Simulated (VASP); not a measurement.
# CaReRh2O6 (I4/m) in VASP: single point with r2SCAN

Aim: the single point of CaReRh2O6 with r2SCAN.

Program: VASP 6.6.1. These are calculated values, not measurements. Logs are shortened: lines on timing, memory, paths and dates and some standing lists are left out, and cuts for length are marked.

### 1 The structure

It takes space group I4/m (No. 87, tetragonal). Conventional cell: a = 5.668 Å, b = 5.668 Å, c = 7.770 Å, α = 90.00°, β = 90.00°, γ = 90.00°. Re (site symmetry 4/m) has 6 O at 1.78 to 1.95 Å as nearest neighbours. Around Rh (site symmetry -4) lie 4 O at 2.28 Å. O (site symmetry m) has 1 Re at 1.95 Å as nearest neighbours. O (site symmetry 4) is surrounded by 1 Re at 1.78 Å. Ca (site symmetry 4/m) has 6 O at 2.11 to 2.41 Å as nearest neighbours.

The cell was built by a generator and needn't be a form met in nature.

### 2 Single point, r2SCAN

The input, POSCAR:

```
CaReRh2O6
1.0
    0.0000000000      5.6681626954      0.0000000038
    5.6681626954      0.0000000000      0.0000000038
    2.8340813503      2.8340813503     -3.8850908960
Re Rh O Ca
1 2 6 1
Direct
    0.0000000000      0.0000000000      0.0000000000
    0.7500000000      0.2500000000      0.5000000000
    0.2500000000      0.7500000000      0.5000000000
    0.3244498831      0.1134800057      0.0000000000
    0.1134800057      0.6755501169      0.0000000000
    0.6755501169      0.8865199943      0.0000000000
    0.8865199943      0.3244498831      0.0000000000
    0.2285228483      0.2285228483      0.5429543034
    0.7714771517      0.7714771517      0.4570456966
    0.5000000000      0.5000000000      0.0000000000
```

The input, INCAR.step1:

```
SYSTEM = CaReRh2O6
  ALGO = Normal
  EDIFF = 1E-4
  ENCUT = 520
  GGA = PE
  ISMEAR = -1
  LASPH = .TRUE.
  LCHARG = .FALSE.
  LREAL = .FALSE.
  LWAVE = .TRUE.
  NBANDS = 52
  NELM = 100
  PREC = Accurate
  SIGMA = 0.1
```

The input, INCAR.step2:

```
SYSTEM = CaReRh2O6
  ALGO = Normal
  EDIFF = 1E-7
  ENCUT = 520
  ISIF = 2
  ISMEAR = -1
  ISTART = 1
  LASPH = .TRUE.
  LCHARG = .FALSE.
  LMIXTAU = .TRUE.
  LREAL = .FALSE.
  LWAVE = .FALSE.
  METAGGA = R2SCAN
  NBANDS = 52
  NELM = 100
  PREC = Accurate
  SIGMA = 0.1
```

The input, KPOINTS:

```
k-points
0
G
  5 5 5
  0 0 0
```

Potentials or basis: VASP PAW PBE potentials, release 64 (Re, Rh_pv, O, Ca_sv).

Started as:

```console
> cat potpaw_PBE.64/Re/POTCAR potpaw_PBE.64/Rh_pv/POTCAR potpaw_PBE.64/O/POTCAR potpaw_PBE.64/Ca_sv/POTCAR > POTCAR
> cp INCAR.step1 INCAR
> mpirun -np 1 vasp_std > vasp.out
> cp INCAR.step2 INCAR
> mpirun -np 1 vasp_std > vasp.out
```

OUTCAR:

```text
SYSTEM = CaReRh2O6
   EDIFF = 1E-7
   ENCUT = 520
   ISIF = 2
   ISMEAR = -1
   ISTART = 1
   LASPH = .TRUE.
   LREAL = .FALSE.
   METAGGA = R2SCAN
   NELM = 100
   PREC = Accurate

 ion  position               nearest neighbor table
   1  0.000  0.000  0.000-   8 1.78   9 1.78   6 1.95   7 1.95   4 1.95   5 1.95
   2  0.750  0.250  0.500-   7 2.28   6 2.28   4 2.28   5 2.28
   3  0.250  0.750  0.500-   5 2.28   4 2.28   6 2.28   7 2.28
   4  0.324  0.113  0.000-   1 1.95   3 2.28   2 2.28  10 2.41
   5  0.113  0.676  0.000-   1 1.95   3 2.28   2 2.28  10 2.41
   6  0.676  0.887  0.000-   1 1.95   2 2.28   3 2.28  10 2.41
   7  0.887  0.324  0.000-   1 1.95   2 2.28   3 2.28  10 2.41
   8  0.229  0.229  0.543-   1 1.78  10 2.11
   9  0.771  0.771  0.457-   1 1.78  10 2.11
  10  0.500  0.500  0.000-   8 2.11   9 2.11   5 2.41   6 2.41   7 2.41   4 2.41

  LATTYP: Found a body centered tetragonal cell.
 ALAT       =     5.6681626954
 C/A-ratio  =     1.3708466424

  Lattice vectors:

 A1 = (  -2.8340813503,   2.8340813451,   3.8850908998)
 A2 = (   2.8340813451,  -2.8340813503,   3.8850908998)
 A3 = (   2.8340813503,   2.8340813503,  -3.8850908960)

Analysis of symmetry for initial positions (statically):
=====================================================================
 Subroutine PRICEL returns:
 Original cell was already a primitive cell.

 Routine SETGRP: Setting up the symmetry group for a
 body centered tetragonal supercell.

 Subroutine GETGRP returns: Found  8 space group operations
 (whereof  8 operations were pure point group operations)
 out of a pool of 16 trial point group operations.

The static configuration has the point symmetry C_4h.

Analysis of symmetry for dynamics (positions and initial velocities):
=====================================================================
 Subroutine PRICEL returns:
 Original cell was already a primitive cell.

 Routine SETGRP: Setting up the symmetry group for a
 body centered tetragonal supercell.

 Subroutine GETGRP returns: Found  8 space group operations
 (whereof  8 operations were pure point group operations)
 out of a pool of 16 trial point group operations.

The dynamic configuration has the point symmetry C_4h.

 Subroutine INISYM returns: Found  8 space group operations
 (whereof  8 operations are pure point group operations),
 and found     1 'primitive' translations

----------------------------------------------------------------------------------------

                                     Primitive cell

  volume of cell :     124.8205

  direct lattice vectors                    reciprocal lattice vectors
     0.000000000  5.668162695  0.000000004    -0.000000000  0.176424011  0.128697118
     5.668162695  0.000000000  0.000000004     0.176424011 -0.000000000  0.128697118
     2.834081350  2.834081350 -3.885090896     0.000000000  0.000000000 -0.257394235

  length of vectors
     5.668162695  5.668162695  5.581932055     0.218376693  0.218376693  0.257394235

  position of ions in fractional coordinates (direct lattice)
     0.000000000  0.000000000  0.000000000
     0.750000000  0.250000000  0.500000000
     0.250000000  0.750000000  0.500000000
     0.324449883  0.113480006  0.000000000
     0.113480006  0.675550117  0.000000000
     0.675550117  0.886519994  0.000000000
     0.886519994  0.324449883  0.000000000
     0.228522848  0.228522848  0.542954303
     0.771477152  0.771477152  0.457045697
     0.500000000  0.500000000  0.000000000

  ion indices of the primitive-cell ions
   primitive index   ion index
                 1           1
                 2           2
                 3           3
                 4           4
                 5           5
                 6           6
                 7           7
                 8           8
                 9           9
                10          10

----------------------------------------------------------------------------------------

 KPOINTS: k-points

Automatic generation of k-mesh.
 Grid dimensions read from file:
 generate k-points for:    5    5    5

 Generating k-lattice:

  Cartesian coordinates                     Fractional coordinates (reciprocal lattice)
    -0.000000000  0.035284802  0.025739424     0.200000000 -0.000000000 -0.000000000
     0.035284802 -0.000000000  0.025739424    -0.000000000  0.200000000 -0.000000000
     0.000000000  0.000000000 -0.051478847     0.000000000  0.000000000  0.200000000

  Length of vectors
     0.043675339  0.043675339  0.051478847

  Shift w.r.t. Gamma in fractional coordinates (k-lattice)
     0.000000000  0.000000000  0.000000000

 Subroutine IBZKPT returns following result:
 ===========================================

 Found     21 irreducible k-points:

 Following reciprocal coordinates:
            Coordinates               Weight
  0.000000  0.000000  0.000000      1.000000
  0.200000 -0.000000 -0.000000      8.000000
  0.400000 -0.000000  0.000000      8.000000
  0.200000  0.200000 -0.000000      8.000000
  0.400000  0.200000 -0.000000      8.000000
 -0.200000 -0.400000  0.000000      8.000000
[... 13 lines left out ...]
  0.000000  0.000000  0.400000      2.000000
 -0.200000  0.000000  0.400000      4.000000
   k-points           NKPTS =     21   k-points in BZ     NKDIM =     21   number of bands    NBANDS=     52
   number of dos      NEDOS =    301   number of ions     NIONS =     10
   total plane-waves  NPLWV =  74088
   dimension x,y,z NGX =    42 NGY =   42 NGZ =   42
   dimension x,y,z NGXF=    84 NGYF=   84 NGZF=   84
   ions per type =               1   2   6   1
   NGX,Y,Z   is equivalent  to a cutoff of  12.32, 12.32, 12.51 a.u.
   NGXF,Y,Z  is equivalent  to a cutoff of  24.64, 24.64, 25.02 a.u.
 SYSTEM =  CaReRh2O6
   PREC   = accura    normal or accurate (medium, high low for compatibility)
   ISTART =      1    job   : 0-new  1-cont  2-samecut
   ICHARG =      0    charge: 1-file 2-atom 10-const
   ISPIN  =      1    spin polarized calculation?
   LNONCOLLINEAR =      F non collinear calculations
   LSORBIT =      F    spin-orbit coupling
   LASPH  =      T    aspherical Exc in radial PAW
   ENCUT  =  520.0 eV  38.22 Ry    6.18 a.u.  10.54 10.54 10.38*2*pi/ulx,y,z
   NELM   =    100;   NELMIN=  2; NELMDL=  0     # of ELM steps
   EDIFF  = 0.1E-06   stopping-criterion for ELM
   LREAL  =      F    real-space projection
   EDIFFG = 0.1E-05   stopping-criterion for IOM
   NSW    =      0    number of steps for IOM
   IBRION =     -1    ionic relax: 0-MD 1-quasi-New 2-CG
   NFREE  =      0    steps in history (QN), initial steepest desc. (CG)
   ISIF   =      2    stress and relaxation
   ISYM   =      2    0-nonsym 1-usesym 2-fastsym
   POTIM  = 0.5000    time-step for ionic-motion
   TEBEG  =    0.0;   TEEND  =   0.0 temperature during run
   PSTRESS=    0.0 pullay stress
   NELECT =      83.0000    total number of electrons
   NUPDOWN=      -1.0000    fix difference up-down
   EMIN   =  10.00;   EMAX   =-10.00  energy-range for DOS
   EFERMI =   0.00;   METHOD = LEGACY
   ISMEAR =    -1;   SIGMA  =   0.10  broadening in eV -4-tet -1-fermi 0-gaus
   EFERMI_NEDOS =   21; number of points for ismear=-14 and -15
   IALGO  =     38    algorithm
   IMIX   =      4    mixing-type and parameters
     AMIX     =   0.40;   BMIX     =  1.00
     AMIX_MAG =   1.60;   BMIX_MAG =  1.00
  volume/ion in A,a.u.               =      12.48        84.23
  Fermi-wavevector in a.u.,A,eV,Ry     =   1.428912  2.700253 27.780247  2.041791
  Thomas-Fermi vector in A             =   2.548923
   LORBIT       =      0    0 simple, 1 ext, 2 COOP (PROOUT), +10 PAW based schemes
   METAGGA = R2SCAN    functional components
   LHFCALC =     F    Hartree Fock is set to
   AEXX    =    0.0000 exact exchange contribution
   IVDW    =     0    specifies the selected vdW correction
   LEPSILON=     F    determine dielectric tensor
   LRPA    =     F    only Hartree local field effects (RPA)
 non-spin polarized calculation
  energy-cutoff  :      520.00
  volume of cell :      124.82
 maximum number of plane-waves:      3384
 NGX is ok and might be reduce to    42
   NGX = 21   NGY = 21   NGZ = 21

 number of electron      83.0000011 magnetization

 Free energy of the ion-electron system (eV)
  ---------------------------------------------------
  ext. energy  EPLUGINS =         0.00000000
  ---------------------------------------------------
  free energy    TOTEN  =      -153.42681828 eV

  energy without entropy =     -153.16765477  energy(sigma->0) =     -153.29723652

 E-fermi :   4.8579     XC(G=0): -11.9606

 val. band max:        4.8542103134   @ k =   0.4000   0.4000   0.2000
 cond. band min:       4.8681198676   @ k =  -0.2000   0.0000   0.4000
 fundamental gap:      0.0139095542
 Fermi energy:         4.8579432532

 k-point     1 :       0.0000    0.0000    0.0000
  band No.  band energies     occupation
      1     -42.6242      2.00000
      2     -42.6155      2.00000
      3     -41.9293      2.00000
      4     -41.9293      2.00000
      5     -41.9275      2.00000
      6     -41.9275      2.00000
[... 44 lines left out ...]
     51      11.5933      0.00000
     52      11.7259      0.00000

 k-point     2 :       0.2000   -0.0000   -0.0000
  band No.  band energies     occupation
      1     -42.6233      2.00000
      2     -42.6163      2.00000
      3     -41.9292      2.00000
      4     -41.9292      2.00000
      5     -41.9277      2.00000
      6     -41.9276      2.00000
[... 44 lines left out ...]
     51      11.5686      0.00000
     52      11.6498      0.00000
[... 988 lines left out ...]
     51      11.5935      0.00000
     52      11.5935      0.00000

 k-point    21 :      -0.2000    0.0000    0.4000
  band No.  band energies     occupation
      1     -42.6247      2.00000
      2     -42.6151      2.00000
      3     -41.9300      2.00000
      4     -41.9300      2.00000
      5     -41.9269      2.00000
      6     -41.9268      2.00000
[... 44 lines left out ...]
     51      11.5572      0.00000
     52      11.7307      0.00000

------------------------ aborting loop because EDIFF is reached ----------------------------------------

  FORCE on cell =-STRESS in cart. coord.  units (eV):
  Direction    XX          YY          ZZ          XY          YZ          ZX
  --------------------------------------------------------------------------------------
  -------------------------------------------------------------------------------------
  Total        1.4919387      1.4919387      2.2581244     -0.0000029     -0.0000000     -0.0000000
  in kB       19.1503074     19.1503074     28.9849563     -0.0000376     -0.0000000     -0.0000000
  external PRESSURE =      22.4285237 kB  Pullay stress =       0.0000000 kB

 VOLUME and BASIS-vectors are now :
 -----------------------------------------------------------------------------
  energy-cutoff  :      520.00
  volume of cell :      124.82
      direct lattice vectors                 reciprocal lattice vectors
     0.000000000  5.668162695  0.000000004    -0.000000000  0.176424011  0.128697118
     5.668162695  0.000000000  0.000000004     0.176424011 -0.000000000  0.128697118
     2.834081350  2.834081350 -3.885090896     0.000000000  0.000000000 -0.257394235

 POSITION                                       TOTAL-FORCE (eV/Angst)
 -----------------------------------------------------------------------------------
      0.00000      0.00000      0.00000        -0.000000     -0.000000     -0.000000
      2.83408      5.66816     -1.94255         0.000000     -0.000000     -0.000000
      5.66816      2.83408     -1.94255         0.000000     -0.000000     -0.000000
      0.64322      1.83903      0.00000         0.096079      0.337933      0.000000
      3.82913      0.64322      0.00000        -0.337933      0.096079     -0.000000
      5.02494      3.82913      0.00000        -0.096079     -0.337933     -0.000000
      1.83903      5.02494      0.00000         0.337933     -0.096079      0.000000
      2.83408      2.83408     -2.10943        -0.000000     -0.000000      0.408293
      5.66816      5.66816     -1.77566         0.000000      0.000000     -0.408293
      2.83408      2.83408      0.00000         0.000000     -0.000000      0.000000
 -----------------------------------------------------------------------------------
    total drift:                               -0.000000     -0.000000      0.000000

  FREE ENERGIE OF THE ION-ELECTRON SYSTEM (eV)
  ---------------------------------------------------
  free  energy   TOTEN  =      -153.4268182762 eV

  energy  without entropy=     -153.1676547669  energy(sigma->0) =     -153.29723652
```

Run time: 9 min. Hardware: 1 thread of Intel Xeon Platinum 8488C (Sapphire Rapids), shared host; peak memory 0.35 GiB.

Results:

```yaml
Free_energy: -153.4268 eV
Pressure: 2.2 GPa
Largest_force: 0.408 eV/Å
Band_gap_on_the_k_mesh: none (metal or under the smearing width)
```

Forces on the atoms (eV/Å):
```
Re   0.000  0.000  0.000
Rh   0.000  0.000  0.000
Rh   0.000  0.000  0.000
O    0.096  0.338  0.000
O   -0.338  0.096  0.000
O   -0.096 -0.338  0.000
O    0.338 -0.096  0.000
O    0.000  0.000  0.408
O    0.000  0.000 -0.408
Ca   0.000  0.000  0.000
```

Stress tensor (GPa, compression positive):
```
1.92 0.00 0.00
0.00 1.92 0.00
0.00 0.00 2.90
```

Caveat: the PAW data sets were made with another functional, which shifts forces and pressure a little; an odd number of electrons without spin polarisation forces a metal; a magnetic or distorted state may lie lower. Spin-orbit coupling is left out, which matters for the levels of Re.
